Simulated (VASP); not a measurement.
Set up this calculation in VASP 6.6.1, as the native input.

| Property | Result |
| --- | --- |
| Task | single point |
| Functional | r2SCAN |
| Dispersion | D3(BJ) |
| Potentials or basis | VASP PAW PBE potentials, release 64 (C, H, Si) |
| Cutoff | 520 eV |
| k mesh | 1 × 1 × 1 |
| Occupations | fermi-dirac, width 0.05 eV |
| Spin | no spin polarisation |
| Dipole correction | no |
| Further INCAR settings | LREAL = Auto; ALGO = Normal; EDIFF = 1e-06; NBANDS = 58 |

SiH10C2:

```
C H Si
1.0
     8.46793    0.00000    0.00000
     0.00000    8.46793    0.00000
     0.00000    0.00000    8.46793
C H Si
6 30 3
Cartesian
  1.4372 1.6909 5.5785
  1.6420 2.7601 4.5386
  1.0364 5.6566 9.1323
  0.9894 5.4509 7.6010
  5.5619 7.4865 6.5281
  5.7603 7.3088 5.0325
  2.0916 1.6348 6.4462
  0.3816 1.7299 5.6962
  1.4112 0.6888 5.1803
  1.1837 2.4166 3.6307
  1.1092 3.6712 4.8357
  2.7260 2.9425 4.3846
  0.6728 6.6288 9.2904
  0.3281 5.0388 9.6954
  2.0178 5.4630 9.4938
  1.3268 4.3916 7.5192
  0.0119 5.6387 7.1472
  1.6476 6.1938 7.1059
  5.6196 8.5274 6.8658
  4.6503 7.0489 6.8200
  6.3255 7.0477 7.1724
  5.9818 6.2142 4.7265
  4.8883 7.6234 4.4966
  6.6036 7.9171 4.7298
  3.3852 3.0424 1.9920
  2.8082 0.7074 1.8635
  1.6976 2.3929 0.3432
  3.9157 1.7306 0.0052
  8.5680 0.0135 0.7681
  8.3587 2.1483 1.8167
  7.0845 1.6333 -0.1356
  6.7301 0.2544 2.1514
  6.5527 4.6826 7.0049
  4.3868 4.9122 8.0953
  5.9444 3.3042 9.0083
  6.2546 5.7675 8.9874
  2.9552 1.9933 1.0936
  7.6297 1.0414 1.1439
  5.7739 4.5758 8.2734
```

The cell was built by a generator and needn't be a form met in nature.

One way to write it, as run:

POSCAR

```
SiH10C2
1.0
    8.4679300000      0.0000000000      0.0000000000
    0.0000000000      8.4679300000      0.0000000000
    0.0000000000      0.0000000000      8.4679300000
C H Si
6 30 3
Direct
    0.1697227067      0.1996828032      0.6587796545
    0.1939080743      0.3259474275      0.5359751439
    0.1223911865      0.6680026878      1.0784571908
    0.1168408336      0.6437110368      0.8976219690
    0.6568193171      0.8841003646      0.7709204020
    0.6802488920      0.8631153068      0.5943010866
    0.2470025142      0.1930578075      0.7612486168
    0.0450641420      0.2042884152      0.6726791554
    0.1666522987      0.0813421934      0.6117551751
    0.1397862287      0.2853826142      0.4287588584
    0.1309883289      0.4335416093      0.5710604599
    0.3219204693      0.3474875206      0.5177888811
    0.0794527116      0.7828123284      1.0971276333
    0.0387461871      0.5950450700      1.1449551425
    0.2382872792      0.6451399575      1.1211476713
    0.1566852820      0.5186155294      0.8879619931
    0.0014053021      0.6658888300      0.8440315402
    0.1945693930      0.7314420407      0.8391543152
    0.6636332610      1.0070229678      0.8108002782
    0.5491660890      0.8324230361      0.8053916364
    0.7469948382      0.8322813250      0.8470074741
    0.7064064063      0.7338511301      0.5581647463
    0.5772721314      0.9002672436      0.5310152540
    0.7798363945      0.9349510447      0.5585544519
    0.3997671214      0.3592849728      0.2352404897
    0.3316276823      0.0835387161      0.2200655886
    0.2004740238      0.2825838192      0.0405293856
    0.4624152538      0.2043710801      0.0006140816
    1.0118175280      0.0015942503      0.0907069378
    0.9871007436      0.2536983655      0.2145388542
    0.8366271332      0.1928806686     -0.0160133586
    0.7947751103      0.0300427613      0.2540644526
    0.7738254804      0.5529804805      0.8272269610
    0.5180486849      0.5800945449      0.9559951488
    0.7019897425      0.3902016195      1.0638137065
    0.7386220717      0.6810991588      1.0613455709
    0.3489872968      0.2353940101      0.1291460841
    0.9010112271      0.1229816496      0.1350861427
    0.6818549516      0.5403681892      0.9770274435
```

INCAR.step1

```
PREC = Accurate
ENCUT = 520
ISMEAR = -1
SIGMA = 0.05
LREAL = Auto
LASPH = T
NELM = 80
NBANDS = 58
GGA = PE
ALGO = Normal
EDIFF = 1E-4
LWAVE = T
LCHARG = F
```

INCAR.step2

```
PREC = Accurate
ENCUT = 520
EDIFF = 1E-6
ISMEAR = -1
SIGMA = 0.05
LREAL = Auto
LASPH = T
NELM = 80
ALGO = Normal
ISIF = 2
LWAVE = F
LCHARG = F
METAGGA = R2SCAN
LMIXTAU = T
IVDW = 12
VDW_S6 = 1.0
VDW_S8 = 0.78981345
VDW_A1 = 0.49484001
VDW_A2 = 5.73083694
NBANDS = 58
ISTART = 1
```

KPOINTS

```
regular mesh
0
Gamma
  1 1 1
```

Potentials or basis: VASP PAW PBE potentials, release 64 (C, H, Si).

Run with:

```bash
$ cat potpaw_PBE.64/C/POTCAR potpaw_PBE.64/H/POTCAR potpaw_PBE.64/Si/POTCAR > POTCAR
$ cp INCAR.step1 INCAR
$ mpirun -np 1 vasp_gam > vasp.out
$ cp INCAR.step2 INCAR
$ mpirun -np 1 vasp_gam > vasp.out
```

It gave:

The pressure is 0.4 GPa and the largest force is 2.092 eV/Å. The band gap on the k mesh is 6.84 eV, direct. The dispersion energy per atom is -0.016 eV.

Caveat: the PAW data sets were made with another functional, which shifts forces and pressure a little.

Run time: 5.9 min on 1 thread of Intel(R) Xeon(R) Platinum 8559C (Emerald Rapids), on a shared host, peak memory 0.6 GiB.
